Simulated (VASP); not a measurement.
# BiO6 (Pm-3m) in VASP: a series of runs

Runs on BiO6. Level: PBE. Tasks: single point, relaxation of cell and atoms.

Everything below comes from runs of VASP 6.6.1. Logs are shortened: lines on timing, memory, paths and dates and some standing lists are left out, and cuts for length are marked.

### 1 The cell of the first run

The structure is cubic, space group Pm-3m (No. 221). The conventional cell has a = 4.891 Å, b = 4.891 Å, c = 4.891 Å, α = 90.00°, β = 90.00°, γ = 90.00°. Bi (site symmetry m-3m) has 24 O at 3.51 Å as nearest neighbours. Around O (site symmetry 4mm) lie 1 O at 1.25 Å.

The cell was built by a generator and needn't be a form met in nature.

### 2 Single point, PBE (species swapped into the PrB6 type (Pm-3m, No. 221))

INCAR reads:

```
PREC = Accurate
ENCUT = 520
EDIFF = 1E-6
ISMEAR = 0
SIGMA = 0.1
LREAL = F
LASPH = T
NELM = 60
ALGO = Fast
ISIF = 2
LWAVE = F
LCHARG = T
GGA = PE
LELF = T
LVHAR = T
NBANDS = 34
```

KPOINTS reads:

```
Automatic mesh
0
Gamma
  4 4 4
```

POSCAR reads:

```
BiO6
1.0
    4.8911977626      0.0000000000      0.0000000000
    0.0000000000      4.8911977626      0.0000000000
    0.0000000000      0.0000000000      4.8911977626
Bi O
1 6
Direct
    0.0000000000      0.0000000000      0.0000000000
    0.5000000000      0.5000000000      0.1279015497
    0.5000000000      0.5000000000      0.8720984503
    0.1279015497      0.5000000000      0.5000000000
    0.8720984503      0.5000000000      0.5000000000
    0.5000000000      0.1279015497      0.5000000000
    0.5000000000      0.8720984503      0.5000000000
```

Potentials or basis: VASP PAW PBE potentials, release 64 (Bi_d, O).

Started as:

```bash
$ cat potpaw_PBE.64/Bi_d/POTCAR potpaw_PBE.64/O/POTCAR > POTCAR
$ mpirun -np 1 vasp_std > vasp.out
```

OUTCAR:

```text
PREC = Accurate
   ENCUT = 520
   EDIFF = 1E-6
   ISMEAR = 0
   LREAL = F
   LASPH = T
   NELM = 60
   ISIF = 2
   GGA = PE

 ion  position               nearest neighbor table
   1  0.000  0.000  0.000-
   2  0.500  0.500  0.128-   3 1.25
   3  0.500  0.500  0.872-   2 1.25
   4  0.128  0.500  0.500-   5 1.25
   5  0.872  0.500  0.500-   4 1.25
   6  0.500  0.128  0.500-   7 1.25
   7  0.500  0.872  0.500-   6 1.25

  LATTYP: Found a simple cubic cell.
 ALAT       =     4.8911977626

  Lattice vectors:

 A1 = (   4.8911977626,   0.0000000000,   0.0000000000)
 A2 = (   0.0000000000,   4.8911977626,   0.0000000000)
 A3 = (   0.0000000000,   0.0000000000,   4.8911977626)

Analysis of symmetry for initial positions (statically):
=====================================================================
 Subroutine PRICEL returns:
 Original cell was already a primitive cell.

 Routine SETGRP: Setting up the symmetry group for a
 simple cubic supercell.

 Subroutine GETGRP returns: Found 48 space group operations
 (whereof 48 operations were pure point group operations)
 out of a pool of 48 trial point group operations.

The static configuration has the point symmetry O_h .

Analysis of symmetry for dynamics (positions and initial velocities):
=====================================================================
 Subroutine PRICEL returns:
 Original cell was already a primitive cell.

 Routine SETGRP: Setting up the symmetry group for a
 simple cubic supercell.

 Subroutine GETGRP returns: Found 48 space group operations
 (whereof 48 operations were pure point group operations)
 out of a pool of 48 trial point group operations.

The dynamic configuration has the point symmetry O_h .

 Subroutine INISYM returns: Found 48 space group operations
 (whereof 48 operations are pure point group operations),
 and found     1 'primitive' translations

----------------------------------------------------------------------------------------

                                     Primitive cell

  volume of cell :     117.0161

  direct lattice vectors                    reciprocal lattice vectors
     4.891197763  0.000000000  0.000000000     0.204448900  0.000000000  0.000000000
     0.000000000  4.891197763  0.000000000     0.000000000  0.204448900  0.000000000
     0.000000000  0.000000000  4.891197763     0.000000000  0.000000000  0.204448900

  length of vectors
     4.891197763  4.891197763  4.891197763     0.204448900  0.204448900  0.204448900

  position of ions in fractional coordinates (direct lattice)
     0.000000000  0.000000000  0.000000000
     0.500000000  0.500000000  0.127901550
     0.500000000  0.500000000  0.872098450
     0.127901550  0.500000000  0.500000000
     0.872098450  0.500000000  0.500000000
     0.500000000  0.127901550  0.500000000
     0.500000000  0.872098450  0.500000000

  ion indices of the primitive-cell ions
   primitive index   ion index
                 1           1
                 2           2
                 3           3
                 4           4
                 5           5
                 6           6
                 7           7

----------------------------------------------------------------------------------------

 KPOINTS: Automatic mesh

Automatic generation of k-mesh.
 Grid dimensions read from file:
 generate k-points for:    4    4    4

 Generating k-lattice:

  Cartesian coordinates                     Fractional coordinates (reciprocal lattice)
     0.051112225  0.000000000  0.000000000     0.250000000  0.000000000  0.000000000
     0.000000000  0.051112225  0.000000000     0.000000000  0.250000000  0.000000000
     0.000000000  0.000000000  0.051112225     0.000000000  0.000000000  0.250000000

  Length of vectors
     0.051112225  0.051112225  0.051112225

  Shift w.r.t. Gamma in fractional coordinates (k-lattice)
     0.000000000  0.000000000  0.000000000

 Subroutine IBZKPT returns following result:
 ===========================================

 Found     10 irreducible k-points:

 Following reciprocal coordinates:
            Coordinates               Weight
  0.000000  0.000000  0.000000      1.000000
  0.250000  0.000000  0.000000      6.000000
  0.500000  0.000000  0.000000      3.000000
  0.250000  0.250000  0.000000     12.000000
  0.500000  0.250000  0.000000     12.000000
  0.500000  0.500000  0.000000      3.000000
  0.250000  0.250000  0.250000      8.000000
  0.500000  0.250000  0.250000     12.000000
  0.500000  0.500000  0.250000      6.000000
  0.500000  0.500000  0.500000      1.000000
   k-points           NKPTS =     10   k-points in BZ     NKDIM =     10   number of bands    NBANDS=     34
   number of dos      NEDOS =    301   number of ions     NIONS =      7
   total plane-waves  NPLWV =  46656
   dimension x,y,z NGX =    36 NGY =   36 NGZ =   36
   dimension x,y,z NGXF=    72 NGYF=   72 NGZF=   72
   ions per type =               1   6
   NGX,Y,Z   is equivalent  to a cutoff of  12.24, 12.24, 12.24 a.u.
   NGXF,Y,Z  is equivalent  to a cutoff of  24.47, 24.47, 24.47 a.u.
 SYSTEM =  unknown system
   PREC   = accura    normal or accurate (medium, high low for compatibility)
   ISTART =      0    job   : 0-new  1-cont  2-samecut
   ICHARG =      2    charge: 1-file 2-atom 10-const
   ISPIN  =      1    spin polarized calculation?
   LNONCOLLINEAR =      F non collinear calculations
   LSORBIT =      F    spin-orbit coupling
   LASPH  =      T    aspherical Exc in radial PAW
   ENCUT  =  520.0 eV  38.22 Ry    6.18 a.u.   9.09  9.09  9.09*2*pi/ulx,y,z
   NELM   =     60;   NELMIN=  2; NELMDL= -5     # of ELM steps
   EDIFF  = 0.1E-05   stopping-criterion for ELM
   LREAL  =      F    real-space projection
   EDIFFG = 0.1E-04   stopping-criterion for IOM
   NSW    =      0    number of steps for IOM
   IBRION =     -1    ionic relax: 0-MD 1-quasi-New 2-CG
   NFREE  =      0    steps in history (QN), initial steepest desc. (CG)
   ISIF   =      2    stress and relaxation
   ISYM   =      2    0-nonsym 1-usesym 2-fastsym
   POTIM  = 0.5000    time-step for ionic-motion
   TEBEG  =    0.0;   TEEND  =   0.0 temperature during run
   PSTRESS=    0.0 pullay stress
   NELECT =      51.0000    total number of electrons
   NUPDOWN=      -1.0000    fix difference up-down
   EMIN   =  10.00;   EMAX   =-10.00  energy-range for DOS
   EFERMI =   0.00;   METHOD = LEGACY
   ISMEAR =     0;   SIGMA  =   0.10  broadening in eV -4-tet -1-fermi 0-gaus
   EFERMI_NEDOS =   21; number of points for ismear=-14 and -15
   IALGO  =     68    algorithm
   IMIX   =      4    mixing-type and parameters
     AMIX     =   0.40;   BMIX     =  1.00
     AMIX_MAG =   1.60;   BMIX_MAG =  1.00
  volume/ion in A,a.u.               =      16.72       112.81
  Fermi-wavevector in a.u.,A,eV,Ry     =   1.241223  2.345571 20.961591  1.540633
  Thomas-Fermi vector in A             =   2.375630
   LORBIT       =      0    0 simple, 1 ext, 2 COOP (PROOUT), +10 PAW based schemes
   GGA     = PE    functional components
   LHFCALC =     F    Hartree Fock is set to
   AEXX    =    0.0000 exact exchange contribution
   IVDW    =     0    specifies the selected vdW correction
   LEPSILON=     F    determine dielectric tensor
   LRPA    =     F    only Hartree local field effects (RPA)
 non-spin polarized calculation
 RMM-DIIS sequential band-by-band and
 Gauss-broadening in eV      SIGMA  =   0.10
  energy-cutoff  :      520.00
  volume of cell :      117.02
 maximum number of plane-waves:      3178
   NGX = 19   NGY = 19   NGZ = 19

 number of electron      50.9999962 magnetization

 Free energy of the ion-electron system (eV)
  ---------------------------------------------------
  ext. energy  EPLUGINS =         0.00000000
  ---------------------------------------------------
  free energy    TOTEN  =       -29.06557792 eV

  energy without entropy =      -28.98842205  energy(sigma->0) =      -29.02699998

 E-fermi :   1.8931     XC(G=0):  -8.8731

 val. band max:        1.8723822055   @ k =   0.2500   0.2500   0.0000
 cond. band min:       1.9031076908   @ k =   0.2500   0.2500   0.0000
 fundamental gap:      0.0307254853
 Fermi energy:         1.8930799263

 k-point     1 :       0.0000    0.0000    0.0000
  band No.  band energies     occupation
      1     -23.9944      2.00000
      2     -23.7430      2.00000
      3     -23.7430      2.00000
      4     -21.6119      2.00000
      5     -21.6119      2.00000
      6     -21.6042      2.00000
[... 26 lines left out ...]
     33       8.0716      0.00000
     34      11.0414      0.00000

 k-point     2 :       0.2500    0.0000    0.0000
  band No.  band energies     occupation
      1     -23.9623      2.00000
      2     -23.7749      2.00000
      3     -23.7427      2.00000
      4     -21.6124      2.00000
      5     -21.6108      2.00000
      6     -21.6046      2.00000
[... 26 lines left out ...]
     33       9.8027      0.00000
     34      10.9270      0.00000

 k-point     3 :       0.5000    0.0000    0.0000
  band No.  band energies     occupation
      1     -23.9116      2.00000
      2     -23.8254      2.00000
      3     -23.7423      2.00000
      4     -21.6129      2.00000
      5     -21.6098      2.00000
      6     -21.6050      2.00000
[... 26 lines left out ...]
     33      10.6359      0.00000
     34      11.1161      0.00000
[... 186 lines left out ...]
 k-point     9 :       0.5000    0.5000    0.2500
  band No.  band energies     occupation
      1     -23.8263      2.00000
      2     -23.8238      2.00000
      3     -23.8238      2.00000
      4     -21.6104      2.00000
      5     -21.6092      2.00000
      6     -21.6041      2.00000
[... 26 lines left out ...]
     33      10.9159      0.00000
     34      11.0166      0.00000

 k-point    10 :       0.5000    0.5000    0.5000
  band No.  band energies     occupation
      1     -23.8237      2.00000
      2     -23.8237      2.00000
      3     -23.8237      2.00000
      4     -21.6091      2.00000
      5     -21.6091      2.00000
      6     -21.6032      2.00000
[... 26 lines left out ...]
     33      10.2238      0.00000
     34      10.2369      0.00000

------------------------ aborting loop because EDIFF is reached ----------------------------------------

  FORCE on cell =-STRESS in cart. coord.  units (eV):
  Direction    XX          YY          ZZ          XY          YZ          ZX
  --------------------------------------------------------------------------------------
  -------------------------------------------------------------------------------------
  Total        1.1179904      1.1179904      1.1179904      0.0000000      0.0000000     -0.0000000
  in kB       15.3074545     15.3074545     15.3074545      0.0000000      0.0000000     -0.0000000
  external PRESSURE =      15.3074545 kB  Pullay stress =       0.0000000 kB

 VOLUME and BASIS-vectors are now :
 -----------------------------------------------------------------------------
  energy-cutoff  :      520.00
  volume of cell :      117.02
      direct lattice vectors                 reciprocal lattice vectors
     4.891197763  0.000000000  0.000000000     0.204448900  0.000000000  0.000000000
     0.000000000  4.891197763  0.000000000     0.000000000  0.204448900  0.000000000
     0.000000000  0.000000000  4.891197763     0.000000000  0.000000000  0.204448900

 POSITION                                       TOTAL-FORCE (eV/Angst)
 -----------------------------------------------------------------------------------
      0.00000      0.00000      0.00000         0.000000      0.000000      0.000000
      2.44560      2.44560      0.62559        -0.000000     -0.000000      0.861794
      2.44560      2.44560      4.26561         0.000000      0.000000     -0.861794
      0.62559      2.44560      2.44560         0.861794     -0.000000      0.000000
      4.26561      2.44560      2.44560        -0.861794      0.000000     -0.000000
      2.44560      0.62559      2.44560        -0.000000      0.861794      0.000000
      2.44560      4.26561      2.44560         0.000000     -0.861794     -0.000000
 -----------------------------------------------------------------------------------
    total drift:                                0.000000     -0.000000      0.000000

  FREE ENERGIE OF THE ION-ELECTRON SYSTEM (eV)
  ---------------------------------------------------
  free  energy   TOTEN  =       -29.0655779215 eV

  energy  without entropy=      -28.9884220451  energy(sigma->0) =      -29.02699998
```

It took 49 s on 1 thread of AMD EPYC 7R13 (Zen 3), shared host; peak memory 0.18 GiB.

Results:

| Quantity | Value |
| --- | --- |
| Free energy | -29.0656 eV |
| Pressure | 1.5 GPa |
| Largest force | 0.862 eV/Å |
| Band gap on the k mesh | none (metal or under the smearing width) |

Forces on the atoms (eV/Å):
```
Bi   0.000  0.000  0.000
O    0.000  0.000  0.862
O    0.000  0.000 -0.862
O    0.862  0.000  0.000
O   -0.862  0.000  0.000
O    0.000  0.862  0.000
O    0.000 -0.862  0.000
```

Caveat: the standard files for N, O and F lose accuracy on very short bonds; spin-orbit coupling is left out, which moves the levels of the heavy elements; an odd number of electrons without spin polarisation forces a metal; a magnetic or distorted state may lie lower.

### 3 Relaxation of cell and atoms, PBE (species swapped into the PrB6 type (Pm-3m, No. 221))

INCAR reads:

```
SYSTEM = BiO6
PREC = Accurate ; ENCUT = 600
EDIFF = 1E-6 ; ISMEAR = 0
SIGMA = 0.1 ; LREAL = .FALSE.
LASPH = .TRUE. ; NELM = 100
ALGO = Fast ; ISIF = 3
LWAVE = .FALSE. ; LCHARG = .FALSE.
GGA = PE ; IBRION = 2
NSW = 90 ; EDIFFG = -0.04
```

KPOINTS reads:

```
Automatic mesh
0
G
  4 4 4
  0 0 0
```

POSCAR reads:

```
BiO6
1.0
    4.2830587600      0.0000000000      0.0000000000
    0.0000000000      4.2830587600      0.0000000000
    0.0000000000      0.0000000000      4.2830587600
Bi O
1 6
Direct
    0.0000000000      0.0000000000      0.0000000000
    0.5000000000      0.5000000000      0.2070000000
    0.5000000000      0.5000000000      0.7930000000
    0.2070000000      0.5000000000      0.5000000000
    0.7930000000      0.5000000000      0.5000000000
    0.5000000000      0.2070000000      0.5000000000
    0.5000000000      0.7930000000      0.5000000000
```

Potentials or basis: VASP PAW PBE potentials, release 64 (Bi_d, O).

Started as:

```bash
$ cat potpaw_PBE.64/Bi_d/POTCAR potpaw_PBE.64/O/POTCAR > POTCAR
$ mpirun -np 1 vasp_std > vasp.out
```

Wall time 8.7 min (1 thread of AMD EPYC 7R13 (Zen 3), shared host); peak memory 0.19 GiB.

Results (log left out):

| Property | Result |
| --- | --- |
| Free energy | -28.9914 eV |
| Relaxed volume | 16.25 Å³/atom |
| Relaxed cell | a = 4.845 Å, b = 4.845 Å, c = 4.845 Å, α = 90.00°, β = 90.00°, γ = 90.00° |
| Space group after relaxing (to 0.05 Å) | Pm-3m (No. 221) |
| Energy gained by relaxing | 1544.5 meV/atom |
| Ionic steps | 8 |
| Pressure after relaxing | -0.1 GPa |
| Largest force after relaxing | 0.016 eV/Å |
| Band gap on the k mesh | none (metal or under the smearing width) |

Forces in eV/Å, atoms in the order of the input:
```
Bi   0.000  0.000  0.000
O    0.000  0.000 -0.016
O    0.000  0.000  0.016
O   -0.016  0.000  0.000
O    0.016  0.000  0.000
O    0.000 -0.016  0.000
O    0.000  0.016  0.000
```

The path:
```tsv
step	energy change (eV)	largest force (eV/Å)	pressure (GPa)	volume (Å³)
1	0.0000	6.6860	41.46	78.57
2	-10.7803	0.8194	-2.35	116.44
3	-10.7883	0.2610	-0.90	118.51
4	-10.7955	0.2790	-1.62	117.53
5	-10.7261	1.8098	2.96	114.67
6	-10.8014	0.1382	-0.68	116.87
7	-10.8084	0.0678	-0.39	115.42
8	-10.8114	0.0159	-0.09	113.73
```

Final structure:
```
Bi O
1.0
     4.84498    0.00000    0.00000
     0.00000    4.84498    0.00000
     0.00000    0.00000    4.84498
Bi O
1 6
Direct
  0.00000 0.00000 0.00000
  0.50000 0.50000 0.13097
  0.50000 0.50000 0.86903
  0.13097 0.50000 0.50000
  0.86903 0.50000 0.50000
  0.50000 0.13097 0.50000
  0.50000 0.86903 0.50000
```

Levels at points of the mesh, in eV from the Fermi level:
```tsv
k point	band 21	band 22	band 23	band 24	band 25	band 26	band 27	band 28	band 29	band 30
(0.00, 0.00, 0.00)	-5.74	-1.26	-1.26	-1.26	0.72	0.72	0.72	0.95	0.95	0.95
(0.50, 0.00, 0.00)	-5.59	-1.25	-0.74	-0.22	-0.22	-0.17	-0.17	0.73	0.73	0.95
(0.50, 0.50, 0.00)	-5.56	-0.52	-0.51	-0.51	-0.08	-0.08	0.18	0.24	0.24	0.33
(0.50, 0.50, 0.50)	-5.56	-0.32	-0.32	-0.32	0.15	0.15	0.15	0.18	0.18	0.18
```

Caveat: the k mesh is coarse (spacing up to 0.37 Å⁻¹), so the values aren't converged; the volume moved by over 15 % at a fixed basis, so the end points are rough; spin-orbit coupling is left out, which moves the levels of the heavy elements; an odd number of electrons without spin polarisation forces a metal; a magnetic or distorted state may lie lower.
